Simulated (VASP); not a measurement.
Shape and ions are relaxed at each volume.

Energy against volume of CrO₂ (rutile). Method: PBE GGA with D3 dispersion (Becke-Johnson damping), VASP's PBE PAW potentials (set 64) (plane waves; VASP 6.6.1).

| V (Å³/atom) | E (eV/atom) |
|---|---|
| 8.930 | -8.54843 |
| 9.216 | -8.57159 |
| 9.501 | -8.57942 |
| 9.786 | -8.57435 |
| 10.071 | -8.55857 |

Question: Fit a third-order Birch-Murnaghan equation of state.

Answer: 
```yaml
volume_per_atom: 9.52 Å³/atom
bulk_modulus: 237 GPa
pressure_derivative_of_the_bulk_modulus: 4.96
```

The compound is CrO2 in the rutile structure. It was relaxed first.
